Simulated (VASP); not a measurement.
These are RPBE GGA, VASP's PBE PAW potentials (set 64) (plane waves; VASP 6.6.1) values and carry that method's errors.

The input files of a VASP run:

File POSCAR:
```
ZnO
1
    1.6634621403    -2.8812014122     0.0000000000
    1.6634621403     2.8812014122     0.0000000000
    0.0000000000    -0.0000000000     5.3672924736
Zn O
2 2
Direct
  0.6666670000   0.3333330000   0.5010504122
  0.3333330000   0.6666670000   0.0010504122
  0.6666670000   0.3333330000   0.8809495878
  0.3333330000   0.6666670000   0.3809495878
```

File KPOINTS:
```
Automatic mesh
0
Gamma
9 9 5
0 0 0
```

INCAR:
```
! general
SYSTEM  = ZnO
PREC    = Accurate
ENCUT   = 520
LREAL   = F
LASPH   = T

! electronic loop
EDIFF   = 1E-7
NELM    = 100
ALGO    = Normal
LMAXMIX = 4

! smearing
ISMEAR  = -5

! functional
GGA     = RP

! ions
ISIF    = 2

! output
LWAVE   = F
LCHARG  = T
LORBIT  = 11
NEDOS   = 601

! other
LEFG    = T
```

POTCAR, in this order: Zn O (PBE.64 set). Program: vasp_std.

The resulting files:

File OSZICAR:
```
       N       E                     dE             d eps       ncg     rms          rms(c)
DAV:   1     0.288299753525E+03    0.28830E+03   -0.18785E+04  1584   0.232E+03
DAV:   2     0.114211681361E+02   -0.27688E+03   -0.26723E+03  1698   0.435E+02
DAV:   3    -0.190496186737E+02   -0.30471E+02   -0.30248E+02  1824   0.152E+02
DAV:   4    -0.196671173080E+02   -0.61750E+00   -0.61652E+00  1764   0.232E+01
DAV:   5    -0.196718698109E+02   -0.47525E-02   -0.47524E-02  1794   0.200E+00    0.139E+01
DAV:   6    -0.162191592959E+02    0.34527E+01   -0.12445E+01  2736   0.745E+01    0.818E+00
DAV:   7    -0.163963446706E+02   -0.17719E+00   -0.27162E+00  1750   0.199E+01    0.493E+00
DAV:   8    -0.164334291806E+02   -0.37085E-01   -0.80669E-01  2374   0.898E+00    0.177E+00
DAV:   9    -0.163727160016E+02    0.60713E-01   -0.18965E-01  2438   0.788E+00    0.314E-01
DAV:  10    -0.163770662850E+02   -0.43503E-02   -0.57502E-02  1608   0.175E+00    0.173E-01
DAV:  11    -0.163772615826E+02   -0.19530E-03   -0.12334E-03  1788   0.316E-01    0.558E-02
DAV:  12    -0.163773519576E+02   -0.90375E-04   -0.12623E-04  1800   0.136E-01    0.381E-02
DAV:  13    -0.163773715068E+02   -0.19549E-04   -0.62896E-05  1674   0.805E-02    0.201E-02
DAV:  14    -0.163773659371E+02    0.55697E-05   -0.39181E-05  2388   0.832E-02    0.464E-03
DAV:  15    -0.163773657678E+02    0.16923E-06   -0.51457E-06  1682   0.324E-02    0.324E-03
DAV:  16    -0.163773656532E+02    0.11464E-06   -0.58053E-07  1824   0.676E-03    0.114E-03
DAV:  17    -0.163773656863E+02   -0.33102E-07   -0.10473E-08   810   0.828E-04
   1 F= -.16377366E+02 E0= -.16377366E+02  d E =0.000000E+00
```

OUTCAR:
```
------------------------ aborting loop because EDIFF is reached ----------------------------------------
  FORCE on cell =-STRESS in cart. coord.  units (eV):
  Direction    XX          YY          ZZ          XY          YZ          ZX
  --------------------------------------------------------------------------------------
  Total        0.0002314      0.0002314     -0.0630313      0.0000000      0.0000000      0.0000000
  in kB        0.0072064      0.0072064     -1.9628844      0.0000000      0.0000000      0.0000000
  external PRESSURE =      -0.6494905 kB  Pullay stress =       0.0000000 kB
  volume of cell :       51.45
      direct lattice vectors                 reciprocal lattice vectors
     1.663462140 -2.881201412  0.000000000     0.300577926 -0.173538718  0.000000000
     1.663462140  2.881201412  0.000000000     0.300577926  0.173538718  0.000000000
     0.000000000  0.000000000  5.367292474     0.000000000  0.000000000  0.186313678
  FREE ENERGIE OF THE ION-ELECTRON SYSTEM (eV)
  ---------------------------------------------------
  free  energy   TOTEN  =       -16.3773656863 eV

  energy  without entropy=      -16.3773656863  energy(sigma->0) =      -16.37736569

 total charge

# of ion       s       p       d       tot
------------------------------------------
    1        0.432   0.420   9.879  10.731
    2        0.432   0.420   9.879  10.731
    3        1.556   3.429   0.000   4.985
    4        1.556   3.429   0.000   4.985
--------------------------------------------------
tot          3.975   7.698  19.758  31.432

 Electric field gradients after diagonalization (V/A^2)
 (convention: |V_zz| > |V_xx| > |V_yy|)
----------------------------------------------------------------------
 ion       V_xx      V_yy      V_zz     asymmetry (V_yy - V_xx)/ V_zz
----------------------------------------------------------------------
   1      -2.724    -2.713     5.437       0.002
   2      -2.724    -2.713     5.437       0.002
   3       0.714     0.710    -1.424       0.002
   4       0.714     0.710    -1.424       0.003
```
(Selected blocks of OUTCAR.)

The compound is ZnO in the wurtzite structure. It was relaxed first, which changed the volume by +8 %.
